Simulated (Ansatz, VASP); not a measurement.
# Two plane-wave programs on Zn3C

```xyz
4
Lattice="3.7064 0.0000 0.0000 0.0000 3.7064 0.0000 0.0000 0.0000 3.7064" Properties=species:S:1:pos:R:3 pbc="T T T"
Zn    0.0000    1.8532    1.8532
Zn    1.8532    1.8532    0.0000
Zn    1.8532    0.0000    1.8532
C     0.0000    0.0000    0.0000
```

Change from the starting cell: species swapped into the HoAl3 type (Pm-3m, No. 221).

Alike in both runs: functional PBE; k mesh 6 × 6 × 6; occupations gaussian, width 0.1 eV; no spin polarisation.

Ansatz relaxed the structure, and its values are those at the end. VASP's run is a single point on that final structure, the one shown.

```csv
,VASP,Ansatz
version,VASP 6.6.1,Ansatz 0.2.0
potentials or method,"VASP PAW PBE potentials, release 64 (Zn, C)","scalar-relativistic, plane waves, PAW"
plane-wave cutoff (eV),520,420
valence electrons in the cell,40,40
```

|  | VASP | Ansatz | Ansatz less VASP |
| --- | --- | --- | --- |
| gap on the k mesh at the Fermi level (eV) | none | none | - |
| pressure (GPa) | 0.6 | 0.1 | -0.41 |

A gap of «none» marks a metal or a gap that the smearing closes.
